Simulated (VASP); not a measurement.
```yaml
crystal:
  lattice:
    - [1.53719, -2.66249, 0.00000]
    - [1.53719, 2.66249, 0.00000]
    - [0.00000, 0.00000, 5.04708]
  atoms:
    - { symbol: Si, position: [0.66667, 0.33333, 0.49960] }
    - { symbol: Si, position: [0.33333, 0.66667, 0.99960] }
    - { symbol: C, position: [0.66667, 0.33333, 0.87540] }
    - { symbol: C, position: [0.33333, 0.66667, 0.37540] }
```

All values below come from r2SCAN meta-GGA, VASP's PBE PAW potentials (set 64) (plane waves; VASP 6.6.1). Run with 520 eV cut-off, 11×11×6 Γ-centred mesh, Gaussian smearing of 0.010 eV, potentials Si C.

Give the direction-averaged independent-particle dielectric function (no local fields, no excitons; a broadening of 0.1 eV leaves a tail below the gap, and fine structure carries the noise of the k-mesh).

| ħω (eV) | ε₁ | ε₂ |
|---|---|---|
| 0.00 | 6.56 | 0.00 |
| 0.30 | 6.57 | 0.01 |
| 0.60 | 6.60 | 0.01 |
| 1.00 | 6.66 | 0.02 |
| 1.30 | 6.72 | 0.02 |
| 1.70 | 6.84 | 0.03 |
| 2.00 | 6.95 | 0.04 |
| 2.40 | 7.14 | 0.05 |
| 2.70 | 7.32 | 0.07 |
| 3.10 | 7.62 | 0.08 |
| 3.40 | 7.90 | 0.10 |
| 3.80 | 8.37 | 0.14 |
| 4.10 | 8.83 | 0.17 |
| 4.50 | 9.67 | 0.26 |
| 4.80 | 10.59 | 0.39 |
| 5.20 | 12.69 | 0.99 |
| 5.50 | 13.58 | 3.62 |
| 5.90 | 15.08 | 4.41 |
| 6.20 | 17.81 | 8.10 |
| 6.60 | 12.74 | 14.32 |
| 6.90 | 8.40 | 17.12 |
| 7.30 | 7.26 | 14.48 |
| 7.60 | 1.48 | 14.10 |
| 8.00 | 3.68 | 13.14 |
ε₂ peaks at 6.9 eV (height 17.1), 7.5 eV (height 16.4); ε₁(0) averages 6.56, so the electronic refractive index below the gap tends to √6.56 = 2.56.

The compound is SiC in the wurtzite structure, the rare 2H polytype. It was relaxed first.
